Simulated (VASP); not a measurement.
# Sn3Bi (Fm-3m) in VASP: a series of runs

Runs on Sn3Bi. Level: LDA. Tasks: single point.

All numbers are computed with VASP 6.6.1; they aren't measurements. Logs are shortened: lines on timing, memory, paths and dates and some standing lists are left out, and cuts for length are marked.

## (1) The structure

The structure is cubic, space group Fm-3m (No. 225). The conventional cell has a = 7.698 Å, b = 7.698 Å, c = 7.698 Å, α = 90.00°, β = 90.00°, γ = 90.00°. Sn (site symmetry m-3m) has 8 Sn at 3.33 Å as nearest neighbours. Around Sn (site symmetry -43m) lie 4 Sn at 3.33 Å and 4 Bi at 3.33 Å. Bi (site symmetry m-3m) is surrounded by 8 Sn at 3.33 Å.

The cell comes from a database or a generator and needn't be the stable form of this composition.

## (2) Single point, LDA

The input, INCAR:

```
SYSTEM = Sn3Bi
PREC = Accurate ; ENCUT = 520
EDIFF = 1E-7 ; ISMEAR = -1
SIGMA = 0.1 ; LREAL = .FALSE.
LASPH = .TRUE. ; NELM = 100
ALGO = Fast ; ISIF = 2
LWAVE = .FALSE. ; LCHARG = .TRUE.
GGA = CA ; LELF = .TRUE.
LVHAR = .TRUE. ; NBANDS = 36
```

The input, KPOINTS:

```
Automatic mesh
0
G
  3 3 3
  0 0 0
```

The input, POSCAR:

```
Sn3Bi
1.0
    0.0000000000      3.8490170000      3.8490170000
    3.8490170000      0.0000000000      3.8490170000
    3.8490170000      3.8490170000      0.0000000000
Sn Bi
3 1
Direct
    0.0000000000      0.0000000000      0.0000000000
    0.2500000000      0.2500000000      0.2500000000
    0.7500000000      0.7500000000      0.7500000000
    0.5000000000      0.5000000000      0.5000000000
```

Potentials or basis: VASP PAW LDA potentials, release 64 (Sn_d, Bi_d).

Launch:

```bash
cat potpaw_LDA.64/Sn_d/POTCAR potpaw_LDA.64/Bi_d/POTCAR > POTCAR
mpirun -np 1 vasp_std > vasp.out
```

OUTCAR:

```text
SYSTEM = Sn3Bi
   PREC = Accurate
   ENCUT = 520
   EDIFF = 1E-7
   ISMEAR = -1
   LREAL = .FALSE.
   LASPH = .TRUE.
   NELM = 100
   ISIF = 2
   GGA = CA

 ion  position               nearest neighbor table
   1  0.000  0.000  0.000-   3 3.33   3 3.33   3 3.33   2 3.33   3 3.33   2 3.33   2 3.33   2 3.33

   2  0.250  0.250  0.250-   1 3.33   1 3.33   1 3.33   1 3.33   4 3.33   4 3.33   4 3.33   4 3.33

   3  0.750  0.750  0.750-   4 3.33   4 3.33   4 3.33   1 3.33   4 3.33   1 3.33   1 3.33   1 3.33

   4  0.500  0.500  0.500-   2 3.33   2 3.33   2 3.33   2 3.33   3 3.33   3 3.33   3 3.33   3 3.33

  LATTYP: Found a face centered cubic cell.
 ALAT       =     7.6980340000

  Lattice vectors:

 A1 = (   0.0000000000,   3.8490170000,   3.8490170000)
 A2 = (   3.8490170000,   0.0000000000,   3.8490170000)
 A3 = (   3.8490170000,   3.8490170000,   0.0000000000)

Analysis of symmetry for initial positions (statically):
=====================================================================
 Subroutine PRICEL returns:
 Original cell was already a primitive cell.

 Routine SETGRP: Setting up the symmetry group for a
 face centered cubic supercell.

 Subroutine GETGRP returns: Found 48 space group operations
 (whereof 48 operations were pure point group operations)
 out of a pool of 48 trial point group operations.

The static configuration has the point symmetry O_h .

Analysis of symmetry for dynamics (positions and initial velocities):
=====================================================================
 Subroutine PRICEL returns:
 Original cell was already a primitive cell.

 Routine SETGRP: Setting up the symmetry group for a
 face centered cubic supercell.

 Subroutine GETGRP returns: Found 48 space group operations
 (whereof 48 operations were pure point group operations)
 out of a pool of 48 trial point group operations.

The dynamic configuration has the point symmetry O_h .

 Subroutine INISYM returns: Found 48 space group operations
 (whereof 48 operations are pure point group operations),
 and found     1 'primitive' translations

----------------------------------------------------------------------------------------

                                     Primitive cell

  volume of cell :     114.0458

  direct lattice vectors                    reciprocal lattice vectors
     0.000000000  3.849017000  3.849017000    -0.129903297  0.129903297  0.129903297
     3.849017000  0.000000000  3.849017000     0.129903297 -0.129903297  0.129903297
     3.849017000  3.849017000  0.000000000     0.129903297  0.129903297 -0.129903297

  length of vectors
     5.443332043  5.443332043  5.443332043     0.224999111  0.224999111  0.224999111

  position of ions in fractional coordinates (direct lattice)
     0.000000000  0.000000000  0.000000000
     0.250000000  0.250000000  0.250000000
     0.750000000  0.750000000  0.750000000
     0.500000000  0.500000000  0.500000000

  ion indices of the primitive-cell ions
   primitive index   ion index
                 1           1
                 2           2
                 3           3
                 4           4

----------------------------------------------------------------------------------------

 KPOINTS: Automatic mesh

Automatic generation of k-mesh.
 Grid dimensions read from file:
 generate k-points for:    3    3    3

 Generating k-lattice:

  Cartesian coordinates                     Fractional coordinates (reciprocal lattice)
    -0.043301099  0.043301099  0.043301099     0.333333333  0.000000000  0.000000000
     0.043301099 -0.043301099  0.043301099     0.000000000  0.333333333  0.000000000
     0.043301099  0.043301099 -0.043301099     0.000000000  0.000000000  0.333333333

  Length of vectors
     0.074999704  0.074999704  0.074999704

  Shift w.r.t. Gamma in fractional coordinates (k-lattice)
     0.000000000  0.000000000  0.000000000

 Subroutine IBZKPT returns following result:
 ===========================================

 Found      4 irreducible k-points:

 Following reciprocal coordinates:
            Coordinates               Weight
  0.000000  0.000000  0.000000      1.000000
  0.333333  0.000000  0.000000      8.000000
  0.333333  0.333333  0.000000      6.000000
 -0.333333  0.333333  0.000000     12.000000
   k-points           NKPTS =      4   k-points in BZ     NKDIM =      4   number of bands    NBANDS=     36
   number of dos      NEDOS =    301   number of ions     NIONS =      4
   total plane-waves  NPLWV =  64000
   dimension x,y,z NGX =    40 NGY =   40 NGZ =   40
   dimension x,y,z NGXF=    80 NGYF=   80 NGZF=   80
   ions per type =               3   1
   NGX,Y,Z   is equivalent  to a cutoff of  12.22, 12.22, 12.22 a.u.
   NGXF,Y,Z  is equivalent  to a cutoff of  24.43, 24.43, 24.43 a.u.
 SYSTEM =  Sn3Bi
   PREC   = accura    normal or accurate (medium, high low for compatibility)
   ISTART =      0    job   : 0-new  1-cont  2-samecut
   ICHARG =      2    charge: 1-file 2-atom 10-const
   ISPIN  =      1    spin polarized calculation?
   LNONCOLLINEAR =      F non collinear calculations
   LSORBIT =      F    spin-orbit coupling
   LASPH  =      T    aspherical Exc in radial PAW
   ENCUT  =  520.0 eV  38.22 Ry    6.18 a.u.  10.12 10.12 10.12*2*pi/ulx,y,z
   NELM   =    100;   NELMIN=  2; NELMDL= -5     # of ELM steps
   EDIFF  = 0.1E-06   stopping-criterion for ELM
   LREAL  =      F    real-space projection
   EDIFFG = 0.1E-05   stopping-criterion for IOM
   NSW    =      0    number of steps for IOM
   IBRION =     -1    ionic relax: 0-MD 1-quasi-New 2-CG
   NFREE  =      0    steps in history (QN), initial steepest desc. (CG)
   ISIF   =      2    stress and relaxation
   ISYM   =      2    0-nonsym 1-usesym 2-fastsym
   POTIM  = 0.5000    time-step for ionic-motion
   TEBEG  =    0.0;   TEEND  =   0.0 temperature during run
   PSTRESS=    0.0 pullay stress
   NELECT =      57.0000    total number of electrons
   NUPDOWN=      -1.0000    fix difference up-down
   EMIN   =  10.00;   EMAX   =-10.00  energy-range for DOS
   EFERMI =   0.00;   METHOD = LEGACY
   ISMEAR =    -1;   SIGMA  =   0.10  broadening in eV -4-tet -1-fermi 0-gaus
   EFERMI_NEDOS =   21; number of points for ismear=-14 and -15
   IALGO  =     68    algorithm
   IMIX   =      4    mixing-type and parameters
     AMIX     =   0.40;   BMIX     =  1.00
     AMIX_MAG =   1.60;   BMIX_MAG =  1.00
  volume/ion in A,a.u.               =      28.51       192.40
  Fermi-wavevector in a.u.,A,eV,Ry     =   1.299192  2.455117 22.965266  1.687899
  Thomas-Fermi vector in A             =   2.430472
   LORBIT       =      0    0 simple, 1 ext, 2 COOP (PROOUT), +10 PAW based schemes
   GGA     = CA    functional components
   LHFCALC =     F    Hartree Fock is set to
   AEXX    =    0.0000 exact exchange contribution
   IVDW    =     0    specifies the selected vdW correction
   LEPSILON=     F    determine dielectric tensor
   LRPA    =     F    only Hartree local field effects (RPA)
 non-spin polarized calculation
 RMM-DIIS sequential band-by-band and
  energy-cutoff  :      520.00
  volume of cell :      114.05
 maximum number of plane-waves:      3119
   NGX = 21   NGY = 21   NGZ = 21

 number of electron      56.9999977 magnetization

 Free energy of the ion-electron system (eV)
  ---------------------------------------------------
  ext. energy  EPLUGINS =         0.00000000
  ---------------------------------------------------
  free energy    TOTEN  =       -17.81627921 eV

  energy without entropy =      -17.71255115  energy(sigma->0) =      -17.76441518

 E-fermi :   7.9070     XC(G=0): -10.5190

 val. band max:        7.3909392386   @ k =   0.3333   0.3333   0.0000
 cond. band min:       7.9538260203   @ k =  -0.3333   0.3333   0.0000
 fundamental gap:      0.5628867817
 Fermi energy:         7.9069660057

 k-point     1 :       0.0000    0.0000    0.0000
  band No.  band energies     occupation
      1     -15.0638      2.00000
      2     -15.0638      2.00000
      3     -15.0638      2.00000
      4     -15.0480      2.00000
      5     -15.0480      2.00000
      6     -13.7705      2.00000
      7     -13.7705      2.00000
      8     -13.7691      2.00000
      9     -13.7691      2.00000
     10     -13.7691      2.00000
     11     -13.7400      2.00000
     12     -13.7400      2.00000
     13     -13.7400      2.00000
     14     -13.6819      2.00000
     15     -13.6819      2.00000
     16     -13.6628      2.00000
     17     -13.6628      2.00000
     18     -13.6418      2.00000
     19     -13.6418      2.00000
     20     -13.6418      2.00000
     21      -4.5251      2.00000
     22      -0.0244      2.00000
     23       2.2436      2.00000
     24       4.1390      2.00000
     25       5.6640      2.00000
     26       5.6640      2.00000
     27       5.6640      2.00000
     28       6.2266      2.00000
     29       6.2266      2.00000
     30       6.2266      2.00000
     31       6.9205      1.99990
     32       6.9205      1.99990
     33       6.9205      1.99990
     34      11.4982      0.00000
     35      11.4982      0.00000
     36      14.6527      0.00000

 k-point     2 :       0.3333    0.0000    0.0000
  band No.  band energies     occupation
      1     -15.0642      2.00000
      2     -15.0642      2.00000
      3     -15.0632      2.00000
      4     -15.0463      2.00000
      5     -15.0463      2.00000
      6     -13.7868      2.00000
      7     -13.7868      2.00000
      8     -13.7729      2.00000
      9     -13.7492      2.00000
     10     -13.7492      2.00000
     11     -13.7228      2.00000
     12     -13.7228      2.00000
     13     -13.7193      2.00000
     14     -13.6994      2.00000
     15     -13.6994      2.00000
     16     -13.6700      2.00000
     17     -13.6700      2.00000
     18     -13.6619      2.00000
     19     -13.6370      2.00000
     20     -13.6370      2.00000
     21      -3.9177      2.00000
     22      -0.8658      2.00000
     23       1.1893      2.00000
     24       2.6254      2.00000
     25       4.9093      2.00000
     26       4.9093      2.00000
     27       5.7701      2.00000
     28       5.7701      2.00000
     29       5.9579      2.00000
     30       8.6635      0.00104
     31       8.6635      0.00104
     32      10.0879      0.00000
     33      10.3079      0.00000
     34      11.2954      0.00000
     35      12.4883      0.00000
     36      12.4887      0.00000

 k-point     3 :       0.3333    0.3333    0.0000
  band No.  band energies     occupation
      1     -15.0644      2.00000
      2     -15.0644      2.00000
      3     -15.0631      2.00000
      4     -15.0467      2.00000
      5     -15.0457      2.00000
      6     -13.7915      2.00000
      7     -13.7915      2.00000
      8     -13.7602      2.00000
      9     -13.7529      2.00000
     10     -13.7518      2.00000
     11     -13.7224      2.00000
     12     -13.7189      2.00000
     13     -13.7189      2.00000
     14     -13.7104      2.00000
     15     -13.6824      2.00000
     16     -13.6813      2.00000
     17     -13.6678      2.00000
     18     -13.6653      2.00000
     19     -13.6339      2.00000
     20     -13.6339      2.00000
     21      -3.7265      2.00000
     22      -0.6292      2.00000
     23       1.2886      2.00000
     24       1.3348      2.00000
     25       3.4296      2.00000
     26       3.4296      2.00000
     27       7.3909      1.98859
     28       8.0812      0.29791
     29       8.0812      0.29791
     30       8.8727      0.00013
     31       9.2588      0.00000
     32      10.5849      0.00000
     33      10.5849      0.00000
     34      10.8236      0.00000
     35      11.6583      0.00000
     36      11.6583      0.00000

 k-point     4 :      -0.3333    0.3333    0.0000
  band No.  band energies     occupation
      1     -15.0646      2.00000
      2     -15.0638      2.00000
      3     -15.0635      2.00000
      4     -15.0461      2.00000
      5     -15.0452      2.00000
      6     -13.7890      2.00000
      7     -13.7810      2.00000
      8     -13.7789      2.00000
      9     -13.7469      2.00000
     10     -13.7363      2.00000
     11     -13.7274      2.00000
     12     -13.7271      2.00000
     13     -13.7138      2.00000
     14     -13.7046      2.00000
     15     -13.6998      2.00000
     16     -13.6786      2.00000
     17     -13.6777      2.00000
     18     -13.6545      2.00000
     19     -13.6403      2.00000
     20     -13.6278      2.00000
     21      -3.3686      2.00000
     22      -0.6575      2.00000
     23      -0.1785      2.00000
     24       1.2239      2.00000
     25       3.6992      2.00000
     26       6.0977      2.00000
     27       6.2016      2.00000
     28       6.4738      2.00000
     29       7.9538      0.76990
     30       8.3674      0.01981
     31       9.1605      0.00001
     32      10.6619      0.00000
     33      11.3207      0.00000
     34      12.3031      0.00000
     35      12.5661      0.00000
     36      12.9639      0.00000

------------------------ aborting loop because EDIFF is reached ----------------------------------------

  FORCE on cell =-STRESS in cart. coord.  units (eV):
  Direction    XX          YY          ZZ          XY          YZ          ZX
  --------------------------------------------------------------------------------------
  -------------------------------------------------------------------------------------
  Total       -0.9702986     -0.9702986     -0.9702986      0.0000000      0.0000000      0.0000000
  in kB      -13.6312761    -13.6312761    -13.6312761      0.0000000      0.0000000      0.0000000
  external PRESSURE =     -13.6312761 kB  Pullay stress =       0.0000000 kB

 VOLUME and BASIS-vectors are now :
 -----------------------------------------------------------------------------
  energy-cutoff  :      520.00
  volume of cell :      114.05
      direct lattice vectors                 reciprocal lattice vectors
     0.000000000  3.849017000  3.849017000    -0.129903297  0.129903297  0.129903297
     3.849017000  0.000000000  3.849017000     0.129903297 -0.129903297  0.129903297
     3.849017000  3.849017000  0.000000000     0.129903297  0.129903297 -0.129903297

 POSITION                                       TOTAL-FORCE (eV/Angst)
 -----------------------------------------------------------------------------------
      0.00000      0.00000      0.00000        -0.000000     -0.000000     -0.000000
      1.92451      1.92451      1.92451         0.000000     -0.000000      0.000000
      5.77353      5.77353      5.77353        -0.000000      0.000000     -0.000000
      3.84902      3.84902      3.84902        -0.000000     -0.000000     -0.000000
 -----------------------------------------------------------------------------------
    total drift:                               -0.000000      0.000000      0.000000

  FREE ENERGIE OF THE ION-ELECTRON SYSTEM (eV)
  ---------------------------------------------------
  free  energy   TOTEN  =       -17.8162792139 eV

  energy  without entropy=      -17.7125511544  energy(sigma->0) =      -17.76441518
```

Wall time 22 s (1 thread of Intel Xeon Platinum 8488C (Sapphire Rapids), shared host); peak memory 0.19 GiB.

What came out:

```
Free energy            : -17.8163 eV
Pressure               : -1.4 GPa
Band gap on the k mesh : none (metal or under the smearing width)
```

Levels at points of the mesh, in eV from the Fermi level:
```csv
k point,band 24,band 25,band 26,band 27,band 28,band 29,band 30,band 31,band 32,band 33
"(0.00, 0.00, 0.00)",-3.77,-2.24,-2.24,-2.24,-1.68,-1.68,-1.68,-0.99,-0.99,-0.99
```

Caveat: the k mesh is coarse (spacing up to 0.47 Å⁻¹), so the values aren't converged; spin-orbit coupling is left out, which moves the levels of the heavy elements.

## (3) Single point, LDA

The input, INCAR:

```
SYSTEM = Sn3Bi
  ALGO = Normal
  EDIFF = 1E-6
  ENCUT = 520
  GGA = CA
  ISIF = 2
  ISMEAR = -1
  LASPH = .True.
  LCHARG = .False.
  LREAL = .False.
  LWAVE = .False.
  NBANDS = 36
  NELM = 100
  PREC = Accurate
  SIGMA = 0.1
```

The input, KPOINTS:

```
k-points
0
Gamma
  5 5 5
  0 0 0
```

POSCAR is that of step 2.

Potentials or basis: VASP PAW LDA potentials, release 64 (Sn_d, Bi_d).

Launch:

```bash
cat potpaw_LDA.64/Sn_d/POTCAR potpaw_LDA.64/Bi_d/POTCAR > POTCAR
mpirun -np 1 vasp_std > vasp.out
```

Run time: 31 s. Hardware: 1 thread of Intel Xeon Platinum 8488C (Sapphire Rapids), shared host; peak memory 0.2 GiB.

The run converged. Its results:

- Free energy: -17.5836 eV
- Pressure: -3.0 GPa
- Band gap on the k mesh: none (metal or under the smearing width)

Levels at points of the mesh, in eV from the Fermi level:
| k point | band 26 | band 27 | band 28 | band 29 | band 30 | band 31 | band 32 | band 33 |
| --- | --- | --- | --- | --- | --- | --- | --- | --- |
| (0.00, 0.00, 0.00) | -1.79 | -1.79 | -1.19 | -1.19 | -1.19 | -0.50 | -0.50 | -0.50 |

Caveat: spin-orbit coupling is left out, which moves the levels of the heavy elements.
